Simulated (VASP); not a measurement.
# GW on C (Diamond), part 2 of 4

How does the gap of C (Diamond) change from the starting functional to GW? The cell has space group Fd-3m. The start is a cell from a database of measured crystal structures.

VASP 6.6.1, plane waves and PAW; the level of theory is named at each step.

So far, gap on the k-mesh (eV): step 3 (empty bands) 4.43.

### Step 4. G0W0, ENCUTGW 80, bands in the sums 32

This step: G0W0 on PBE; plane waves and PAW (C_GW) (VASP 6.6.1).

G0W0 keeps orbitals and screening fixed and shifts each of the lowest NBANDSGW levels once.

The input, INCAR:

```
SYSTEM = C
PREC = Accurate
ENCUT = 440
ISMEAR = 0
SIGMA = 0.01
LREAL = .FALSE.
GGA = PE
NBANDS = 32
ALGO = EVGW0
NELMGW = 1
ENCUTGW = 80
NOMEGA = 64
PRECFOCK = Fast
NBANDSGW = 16
LWAVE = .FALSE.
LCHARG = .FALSE.
```

The input, POSCAR:

```
C
1.0
    0.0000000000      1.7833700000      1.7833700000
    1.7833700000      0.0000000000      1.7833700000
    1.7833700000      1.7833700000      0.0000000000
C
2
Direct
    0.7500000000      0.7500000000      0.7500000000
    0.5000000000      0.5000000000      0.5000000000
```

The input, KPOINTS:

```
Automatic mesh
0
Gamma
4 4 4
0 0 0
```

The projector-augmented-wave data sets are C_GW (PBE family, release 64).

The run is started by

```
mpirun -np 8 vasp_std
```

Log:

```text
[banner, memory and clock lines left out]
running    8 mpi-ranks, on    1 nodes
 distrk:  each k-point on    8 cores,    1 groups
 distr:  one band on    1 cores,    8 groups

 POSCAR found type information on POSCAR C
 POSCAR found :  1 types and       2 ions
 [... a notice as in an earlier step ...]

|                                                                             |
|           W    W    AA    RRRRR   N    N  II  N    N   GGGG   !!!           |
|           W    W   A  A   R    R  NN   N  II  NN   N  G    G  !!!           |
|           W    W  A    A  R    R  N N  N  II  N N  N  G       !!!           |
|           W WW W  AAAAAA  RRRRR   N  N N  II  N  N N  G  GGG   !            |
|           WW  WW  A    A  R   R   N   NN  II  N   NN  G    G                |
|           W    W  A    A  R    R  N    N  II  N    N   GGGG   !!!           |
|                                                                             |
|     The default for ENCUTGWSOFT is different in this version of VASP.       |
|     please manually set ENCUTGWSOFT =80 in the INCAR file.                  |
|                                                                             |

 LDA part: xc-table for (Slater+PW92), standard interpolation
 found WAVECAR, reading the header
 POSCAR, INCAR and KPOINTS ok, starting setup
 FFT: planning ... GRIDC
 FFT: planning ... GRID_SOFT
 FFT: planning ... GRID
 reading WAVECAR
 the WAVECAR file was read successfully
 initial charge from wavefunction
 available memory per node:     53.88 GB, setting MAXMEM to     55174

 The Fermi energy was updated, please check that it is located mid-gap
 values below the HOMO (VB) or above the LUMO (CB) will cause erroneous energies
 E-fermi :  12.0111

 calculate exact exchange contribution
 the WAVEDER file was read successfully
energies w=
    0.000    0.000    0.968    0.000    1.934    0.000    2.896    0.000
    3.851    0.000    4.798    0.000    5.735    0.000    6.662    0.000
    7.577    0.000    8.480    0.000    9.370    0.000   10.248    0.000
   11.114    0.000   11.968    0.000   12.812    0.000   13.645    0.000
   14.470    0.000   15.288    0.000   16.099    0.000   16.906    0.000
   17.710    0.000   18.513    0.000   19.316    0.000   20.121    0.000
   20.931    0.000   21.747    0.000   22.572    0.000   23.408    0.000
   24.257    0.000   25.123    0.000   26.008    0.000   26.916    0.000
   27.851    0.000   28.815    0.000   29.814    0.000   30.853    0.000
   31.937    0.000   33.073    0.000   34.268    0.000   35.529    0.000
   36.868    0.000   38.294    0.000   39.822    0.000   41.465    0.000
   43.244    0.000   45.180    0.000   47.301    0.000   49.637    0.000
   52.230    0.000   55.131    0.000   58.404    0.000   62.128    0.000
   66.413    0.000   71.398    0.000   77.276    0.000   84.314    0.000
   92.893    0.000  103.582    0.000  117.260    0.000  135.367    0.000
  160.438    0.000  197.385    0.000  257.138    0.000  369.924    0.000
 responsefunction array rank=      24
 LDA part: xc-table for (Slater+PW92), standard interpolation

 min. memory requirement per mpi rank     35.8 MB, per node    286.1 MB

 allocating   8 responsefunctions rank=    24
 shmem allocating  64 responsefunctions rank=    24
 response function shared by NCSHMEM nodes    1
 Doing            8  frequencies on each core in blocks of           64
NQ=   1    0.0000    0.0000    0.0000,
|.........|.........|.........|.........|.........|.........|.........|.........
 performed         22000 updates of chi_q(r,r)
 total number of BLAS operations          0.04 Gflops
NQ=   2    0.2500    0.0000    0.0000,
|.........|.........|.........|.........|.........|.........|.........|.........
 performed         73000 updates of chi_q(r,r)
 total number of BLAS operations          0.17 Gflops
NQ=   3    0.5000    0.0000    0.0000,
|.........|.........|.........|.........|.........|.........|.........|.........
 performed        116000 updates of chi_q(r,r)
 total number of BLAS operations          0.34 Gflops
NQ=   4    0.2500    0.2500    0.0000,
|.........|.........|.........|.........|.........|.........|.........|.........
 performed        167000 updates of chi_q(r,r)
 total number of BLAS operations          0.49 Gflops
NQ=   5    0.5000    0.2500    0.0000,
|.........|.........|.........|.........|.........|.........|.........|.........
 performed        240000 updates of chi_q(r,r)
 total number of BLAS operations          0.72 Gflops
NQ=   6   -0.2500    0.2500    0.0000,
|.........|.........|.........|.........|.........|.........|.........|.........
 performed        305000 updates of chi_q(r,r)
 total number of BLAS operations          0.93 Gflops
NQ=   7    0.5000    0.5000    0.0000,
|.........|.........|.........|.........|.........|.........|.........|.........
 performed        341000 updates of chi_q(r,r)
 total number of BLAS operations          1.08 Gflops
NQ=   8   -0.2500    0.5000    0.2500,
|.........|.........|.........|.........|.........|.........|.........|.........
 performed        390000 updates of chi_q(r,r)
 total number of BLAS operations          1.18 Gflops
 resolving degeneracies of screened two electron integrals

 calculate QP shifts <psi_nk| G(iteration)W_0 |psi_nk>: iteration 1
 entering main loop
```

Elapsed: 1.6 s, on 8 MPI ranks of Intel Xeon 6975P-C (Granite Rapids), shared host; peak memory 0.75 GiB.

Parts of OUTCAR (step 4):

```text
 Found      8 irreducible k-points:

   k-points           NKPTS =      8   k-points in BZ     NKDIM =     64   number of bands    NBANDS=     32

   NELECT =       8.0000    total number of electrons

 E-fermi :  12.0111

 QP shifts <psi_nk| G(iteration)W_0 |psi_nk>: iteration 1
 for sc-GW calculations column KS-energies equals QP-energies in previous step
 and V_xc(KS)=  KS-energies - (<T + V_ion + V_H > + <T+V_H+V_ion>^1  + <V_x>^1)
 k-point   1 :       0.0000    0.0000    0.0000
  band No.  KS-energies  QP-energies   sigma(KS)   V_xc(KS)     V^pw_x(r,r')   Z            occupation Imag(sigma)
      1     -11.6919     -12.8971     -16.3335     -14.7702     -25.4036       0.7709       2.0000       1.4233
      2       9.7941       9.7805     -16.8191     -16.8027     -19.5047       0.8281       2.0000       0.0670
      3       9.7941       9.7805     -16.8191     -16.8027     -19.5047       0.8281       2.0000       0.0670
      4       9.7941       9.7805     -16.8191     -16.8027     -19.5047       0.8281       2.0000       0.0670
      5      15.3788      16.8215     -13.7703     -15.5181      -9.0970       0.8255       0.0000      -0.0848
      6      15.3788      16.8215     -13.7703     -15.5181      -9.0970       0.8255       0.0000      -0.0848
      7      15.3788      16.8215     -13.7703     -15.5181      -9.0970       0.8255       0.0000      -0.0848
      8      23.1128      24.5536     -14.5304     -16.3824      -7.6915       0.7780       0.0000      -0.2023
    ...

 k-point   2 :       0.2500    0.0000    0.0000
  band No.  KS-energies  QP-energies   sigma(KS)   V_xc(KS)     V^pw_x(r,r')   Z            occupation Imag(sigma)
      1      -9.9767     -11.1252     -16.3929     -14.8992     -24.9790       0.7689       2.0000       1.1953
      2       3.2035       2.5924     -16.4441     -15.6793     -20.6343       0.7989       2.0000       0.1326
      3       8.0497       7.8918     -16.6781     -16.4860     -19.7062       0.8217       2.0000       0.0778
      4       8.0497       7.8918     -16.6781     -16.4860     -19.7062       0.8217       2.0000       0.0778
      5      17.5796      19.1512     -13.7596     -15.6825      -8.6187       0.8173       0.0000      -0.1036
      6      17.5796      19.1512     -13.7596     -15.6825      -8.6187       0.8173       0.0000      -0.1036
      7      17.9335      19.2807     -14.0347     -15.6862      -8.8359       0.8158       0.0000      -0.1081
      8      24.4257      26.0112     -13.6983     -15.7347      -6.7049       0.7786       0.0000      -0.2386
    ...

 k-point   3 :       0.5000    0.0000    0.0000
  band No.  KS-energies  QP-energies   sigma(KS)   V_xc(KS)     V^pw_x(r,r')   Z            occupation Imag(sigma)
      1      -5.9155      -6.8922     -16.9417     -15.6479     -24.5822       0.7548       2.0000       0.6994
      2      -3.5889      -4.5058     -15.7863     -14.5828     -21.9706       0.7618       2.0000       0.4032
      3       6.9997       6.7357     -16.7449     -16.4220     -20.1320       0.8179       2.0000       0.0871
      4       6.9997       6.7357     -16.7449     -16.4220     -20.1320       0.8179       2.0000       0.0871
      5      18.2468      19.7418     -13.3141     -15.1408      -7.9660       0.8184       0.0000      -0.1079
      6      18.2468      19.7418     -13.3141     -15.1408      -7.9660       0.8184       0.0000      -0.1079
      7      18.6304      19.8548     -14.1425     -15.6481      -8.6559       0.8133       0.0000      -0.1179
      8      25.4890      26.8356     -12.2124     -13.9351      -5.1010       0.7817       0.0000      -0.2556
    ...

[... 8 parts as in an earlier step ...]

[... 5 further parts left out ...]
```

This step gave:

```yaml
quasiparticle_gap_on_the_mesh: 5.507 eV
smallest_direct_quasiparticle_gap_on_the_mesh: 7.041 eV
gap_of_the_starting_orbitals_on_the_mesh: 4.434 eV
```

GW takes the gap from 4.434 to 5.507 eV. The mesh misses a band edge: at the starting level the path gave a gap 0.32 eV smaller. The value holds for 32 bands, ENCUTGW = 80 eV and this mesh, and isn't shown to be converged in them.

### Step 5. Empty bands

This step: PBE; plane waves and PAW (C_GW) (VASP 6.6.1).

The empty bands are made again, for the run that follows.

The input, INCAR:

```
SYSTEM = C
PREC = Accurate
ENCUT = 440
ISMEAR = 0
SIGMA = 0.01
LREAL = .FALSE.
GGA = PE
NBANDS = 32
ALGO = Exact
NELM = 1
LWAVE = .TRUE.
LCHARG = .FALSE.
LOPTICS = .TRUE.
NEDOS = 1000
CSHIFT = 0.1
```

POSCAR is that of step 4.

KPOINTS is that of step 4.

The run is started by

```
mpirun -np 8 vasp_std
```

Log:

```text
[... set-up lines as in an earlier step ...]
 entering main loop
       N       E                     dE             d eps       ncg     rms          rms(c)
[... 1 cycle as in an earlier step ...]
   1 F= -.18030285E+02 E0= -.18030285E+02  d E =-.820264E-24
 writing wavefunctions
 optical routines
 imaginary and real dielectric function
 recalculating local potential from charge density
 direction            1
 direction            2
 direction            3
```

The job ended after 1.2 s (8 MPI ranks; peak memory 0.78 GiB).

Parts of OUTCAR (step 5):

```text
  Total       -0.2133314     -0.2133314     -0.2133314      0.0000000      0.0000000      0.0000000
  in kB      -30.1308290    -30.1308290    -30.1308290      0.0000000      0.0000000      0.0000000
  external PRESSURE =     -30.1308290 kB  Pullay stress =       0.0000000 kB

 POSITION                                       TOTAL-FORCE (eV/Angst)
 -----------------------------------------------------------------------------------
      2.67505      2.67505      2.67505         0.000000      0.000000      0.000000
      1.78337      1.78337      1.78337        -0.000000     -0.000000     -0.000000
 -----------------------------------------------------------------------------------
    total drift:                                0.000000     -0.000000      0.000000

[... 4 parts as in an earlier step ...]

[... 1 further part left out ...]
[key lines of the parts left out:]
E-fermi :   9.8628
```

### Step 6. G0W0, ENCUTGW 100, bands in the sums 32

This step: G0W0 on PBE; plane waves and PAW (C_GW) (VASP 6.6.1).

ENCUTGW rises to 100 eV, while the band count stays.

The input, INCAR:

```
SYSTEM = C
PREC = Accurate
ENCUT = 440
ISMEAR = 0
SIGMA = 0.01
LREAL = .FALSE.
GGA = PE
NBANDS = 32
ALGO = EVGW0
NELMGW = 1
ENCUTGW = 100
NOMEGA = 64
PRECFOCK = Fast
NBANDSGW = 16
LWAVE = .FALSE.
LCHARG = .FALSE.
```

POSCAR is that of step 5.

KPOINTS is that of step 5.

The run is started by

```
mpirun -np 8 vasp_std
```

Log:

```text
[banner, memory and clock lines left out]
running    8 mpi-ranks, on    1 nodes
[...]
[... a notice as in an earlier step ...]

|                                                                             |
|           W    W    AA    RRRRR   N    N  II  N    N   GGGG   !!!           |
|           W    W   A  A   R    R  NN   N  II  NN   N  G    G  !!!           |
|           W    W  A    A  R    R  N N  N  II  N N  N  G       !!!           |
|           W WW W  AAAAAA  RRRRR   N  N N  II  N  N N  G  GGG   !            |
|           WW  WW  A    A  R   R   N   NN  II  N   NN  G    G                |
|           W    W  A    A  R    R  N    N  II  N    N   GGGG   !!!           |
|                                                                             |
|     The default for ENCUTGWSOFT is different in this version of VASP.       |
|     please manually set ENCUTGWSOFT =100 in the INCAR file.                 |
|                                                                             |

[...]
total number of BLAS operations          0.53 Gflops
NQ=   4    0.2500    0.2500    0.0000,
|.........|.........|.........|.........|.........|.........|.........|.........
 performed        167000 updates of chi_q(r,r)
 total number of BLAS operations          0.83 Gflops
NQ=   5    0.5000    0.2500    0.0000,
|.........|.........|.........|.........|.........|.........|.........|.........
 performed        240000 updates of chi_q(r,r)
 total number of BLAS operations          1.26 Gflops
NQ=   6   -0.2500    0.2500    0.0000,
|.........|.........|.........|.........|.........|.........|.........|.........
 performed        305000 updates of chi_q(r,r)
 total number of BLAS operations          1.56 Gflops
NQ=   7    0.5000    0.5000    0.0000,
|.........|.........|.........|.........|.........|.........|.........|.........
 performed        341000 updates of chi_q(r,r)
 total number of BLAS operations          1.71 Gflops
NQ=   8   -0.2500    0.5000    0.2500,
|.........|.........|.........|.........|.........|.........|.........|.........
 performed        390000 updates of chi_q(r,r)
 total number of BLAS operations          2.02 Gflops
 resolving degeneracies of screened two electron integrals

 calculate QP shifts <psi_nk| G(iteration)W_0 |psi_nk>: iteration 1
 entering main loop
[key lines of the parts left out:]
E-fermi :  12.0111
```

Run time: 2 s. Hardware: 8 MPI ranks; peak memory 0.74 GiB.

From OUTCAR (step 6):

```text
 QP shifts <psi_nk| G(iteration)W_0 |psi_nk>: iteration 1
 for sc-GW calculations column KS-energies equals QP-energies in previous step
 and V_xc(KS)=  KS-energies - (<T + V_ion + V_H > + <T+V_H+V_ion>^1  + <V_x>^1)
 k-point   1 :       0.0000    0.0000    0.0000
  band No.  KS-energies  QP-energies   sigma(KS)   V_xc(KS)     V^pw_x(r,r')   Z            occupation Imag(sigma)
      1     -11.6919     -13.0151     -16.4875     -14.7702     -25.4036       0.7705       2.0000       1.4111
      2       9.7941       9.6463     -16.9815     -16.8027     -19.5047       0.8265       2.0000       0.0644
      3       9.7941       9.6463     -16.9815     -16.8027     -19.5047       0.8265       2.0000       0.0644
      4       9.7941       9.6463     -16.9815     -16.8027     -19.5047       0.8265       2.0000       0.0644
      5      15.3788      16.7670     -13.8327     -15.5181      -9.0970       0.8236       0.0000      -0.0851
      6      15.3788      16.7670     -13.8327     -15.5181      -9.0970       0.8236       0.0000      -0.0851
      7      15.3788      16.7670     -13.8327     -15.5181      -9.0970       0.8236       0.0000      -0.0851
      8      23.1128      24.5099     -14.5789     -16.3824      -7.6915       0.7746       0.0000      -0.2040
    ...

[... 2 parts as in an earlier step ...]

[... 1 further part left out ...]
[key lines of the parts left out:]
E-fermi :  12.0111
```

The gap is now 5.611 eV, +105 meV against the GW run before. The mesh misses a band edge: at the starting level the path gave a gap 0.32 eV smaller.

### Step 7. Empty bands

This step: PBE; plane waves and PAW (C_GW) (VASP 6.6.1).

The empty bands are made again, for the run that follows.

The input, INCAR:

```
SYSTEM = C
PREC = Accurate
ENCUT = 440
ISMEAR = 0
SIGMA = 0.01
LREAL = .FALSE.
GGA = PE
NBANDS = 40
ALGO = Exact
NELM = 1
LWAVE = .TRUE.
LCHARG = .FALSE.
LOPTICS = .TRUE.
NEDOS = 1000
CSHIFT = 0.1
```

POSCAR is that of step 6.

KPOINTS is that of step 6.

The run is started by

```
mpirun -np 8 vasp_std
```

Log:

```text
[banner, memory and clock lines left out]
running    8 mpi-ranks, on    1 nodes
[...]
[... a notice as in an earlier step ...]

 LDA part: xc-table for (Slater+PW92), standard interpolation
 found WAVECAR, reading the header
  number of bands has changed, file:    10 present:    40
  trying to continue reading WAVECAR, but it might fail
 POSCAR, INCAR and KPOINTS ok, starting setup
[...]
reading WAVECAR
 random initialization beyond band           10
 the WAVECAR file was read successfully
 initial charge from wavefunction
 entering main loop
       N       E                     dE             d eps       ncg     rms          rms(c)
DIA:   1    -0.180302845073E+02   -0.18030E+02    0.00000E+00     0   0.000E+00
   1 F= -.18030285E+02 E0= -.18030285E+02  d E =-.119362E-30
 writing wavefunctions
 optical routines
 imaginary and real dielectric function
 recalculating local potential from charge density
 direction            1
 direction            2
 direction            3
```

Elapsed: 1.2 s, on 8 MPI ranks; peak memory 0.78 GiB.

Parts of OUTCAR (step 7):

```text
  FREE ENERGIE OF THE ION-ELECTRON SYSTEM (eV)
  ---------------------------------------------------
  free  energy   TOTEN  =       -18.0302845073 eV

  energy  without entropy=      -18.0302845073  energy(sigma->0) =      -18.03028451

[... 3 parts as in an earlier step ...]

[... 2 further parts left out ...]
[key lines of the parts left out:]
E-fermi :   9.8734
```

WAVECAR now holds 40 bands for 8 electrons.

(Continued in part 3 of 4.)

[Lines on the potential files, build, host, timing and source positions are cut from VASP's logs without a mark.]

[Logs are printed without paths, hosts, clocks, repeated set-up lines and the standing remarks that a program may print on its own settings, such as how far it seeks lower states.]

[Hosts, paths, dates, database ids (printed as entryN), source tags and the programs' standing remarks are cut or masked in the printed files.]

[Pressures printed for these runs are not shown converged in the cutoff: they can be off by several GPa and have the wrong sign.]
